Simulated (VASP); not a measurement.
All values below come from PBE GGA, VASP's PBE PAW potentials (set 64) (plane waves; VASP).

VASP input:

File POSCAR:
```
CoSi2
1
    0.0000000000     2.7336000000     2.7336000000
    2.7336000000     0.0000000000     2.7336000000
    2.7336000000     2.7336000000     0.0000000000
Co Si
1 2
Direct
  0.0000000000   0.0000000000   0.0000000000
  0.2500000000   0.2500000000   0.2500000000
  0.7500000000   0.7500000000   0.7500000000
```

**KPOINTS**
```
Automatic mesh
0
Gamma
12 12 12
0 0 0
```

### INCAR
```
PREC = Accurate
SYSTEM = CoSi2
NELM = 100
LWAVE = .FALSE.
EDIFF = 1E-6
ALGO = Normal   # blocked Davidson
ISMEAR = 1   # Methfessel-Paxton
LCHARG = .FALSE.
SIGMA = 0.1
LMAXMIX = 4   # l cut-off of mixed one-centre charges
ENCUT = 400   # plane-wave cut-off (eV)
ISIF = 2
LREAL = .FALSE.   # projection in real space or not
GGA = PE   # PBE
LASPH = .TRUE.
```

POTCAR, in this order: Co Si (PBE.64 set). Program: vasp_std.

The run wrote:

**OSZICAR**
```
       N       E                     dE             d eps       ncg     rms          rms(c)
DAV:   1     0.616488643039E+02    0.61649E+02   -0.59279E+03  1728   0.107E+03
DAV:   2    -0.169851842653E+02   -0.78634E+02   -0.73773E+02  1756   0.234E+02
DAV:   3    -0.205689976927E+02   -0.35838E+01   -0.34323E+01  2252   0.565E+01
DAV:   4    -0.206510092445E+02   -0.82012E-01   -0.81803E-01  2140   0.845E+00
DAV:   5    -0.206534999827E+02   -0.24907E-02   -0.24902E-02  2280   0.146E+00    0.138E+01
DAV:   6    -0.251809913429E+02   -0.45275E+01   -0.45442E+01  2176   0.141E+02    0.200E+01
DAV:   7    -0.192113129116E+02    0.59697E+01   -0.18608E+01  2252   0.110E+02    0.318E+00
DAV:   8    -0.192608620525E+02   -0.49549E-01   -0.13787E+00  2312   0.106E+01    0.200E+00
DAV:   9    -0.192222339644E+02    0.38628E-01   -0.13706E-01  2148   0.761E+00    0.476E-01
DAV:  10    -0.192221182307E+02    0.11573E-03   -0.76414E-03  2468   0.131E+00    0.114E-01
DAV:  11    -0.192219781621E+02    0.14007E-03   -0.77621E-04  2528   0.554E-01    0.429E-02
DAV:  12    -0.192220165709E+02   -0.38409E-04   -0.83254E-05  1864   0.757E-02    0.279E-02
DAV:  13    -0.192220138560E+02    0.27149E-05   -0.88688E-06  2512   0.418E-02    0.682E-03
DAV:  14    -0.192220139178E+02   -0.61837E-07   -0.11818E-06  1356   0.170E-02
   1 F= -.19222014E+02 E0= -.19221969E+02  d E =-.133595E-03
```

### OUTCAR
```
------------------------ aborting loop because EDIFF is reached ----------------------------------------
  FORCE on cell =-STRESS in cart. coord.  units (eV):
  Direction    XX          YY          ZZ          XY          YZ          ZX
  --------------------------------------------------------------------------------------
  Total       -2.4595266     -2.4595266     -2.4595266      0.0000000      0.0000000     -0.0000000
  in kB      -96.4555463    -96.4555463    -96.4555463      0.0000000      0.0000000     -0.0000000
  external PRESSURE =     -96.4555463 kB  Pullay stress =       0.0000000 kB
  volume of cell :       40.85
      direct lattice vectors                 reciprocal lattice vectors
     0.000000000  2.733600000  2.733600000    -0.182908984  0.182908984  0.182908984
     2.733600000  0.000000000  2.733600000     0.182908984 -0.182908984  0.182908984
     2.733600000  2.733600000  0.000000000     0.182908984  0.182908984 -0.182908984
 POSITION                                       TOTAL-FORCE (eV/Angst)
 -----------------------------------------------------------------------------------
      0.00000      0.00000      0.00000         0.000000     -0.000000      0.000000
      1.36680      1.36680      1.36680        -0.000000     -0.000000     -0.000000
      4.10040      4.10040      4.10040         0.000000      0.000000      0.000000
 -----------------------------------------------------------------------------------
    total drift:                               -0.000000     -0.000000      0.000000
  FREE ENERGIE OF THE ION-ELECTRON SYSTEM (eV)
  ---------------------------------------------------
  free  energy   TOTEN  =       -19.2220139178 eV

  energy  without entropy=      -19.2218803231  energy(sigma->0) =      -19.22196939
```
(Selected blocks of OUTCAR.)

The compound is CoSi2 in the fluorite structure. The cell was not relaxed at this level. The run is one of a series of settings (KPOINTS 12×12×12 Γ-centred mesh against the base run), some of them coarse on purpose. The run is not spin-polarised, so no magnetic state was tried. The electron count is odd and the run is not spin-polarised, which forces a metal.
